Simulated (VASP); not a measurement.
```yaml
crystal:
  lattice:
    - [0.00000, 2.70860, 2.70860]
    - [2.70860, 0.00000, 2.70860]
    - [2.70860, 2.70860, 0.00000]
  atoms:
    - { symbol: Cu, position: [0.00000, 0.00000, 0.00000] }
    - { symbol: Cl, position: [0.25000, 0.25000, 0.25000] }
```

Method: PBE GGA, VASP's PBE PAW potentials (set 64) (plane waves; VASP 6.6.1). Run with 480 eV cut-off, 8×8×8 Γ-centred mesh, Gaussian smearing of 0.050 eV, potentials Cu Cl.

Estimate the energy per atom (σ→0), band gap (on the k-mesh) with the smallest direct gap where there is one.

```yaml
band gap (on the k-mesh): 0.54 eV
smallest direct gap (on the k-mesh): 0.54 eV
energy per atom (σ→0): -3.171 eV/atom
```

Only differences to runs with the same potentials and settings are physical.

The compound is CuCl in the zinc blende structure. It was relaxed first.
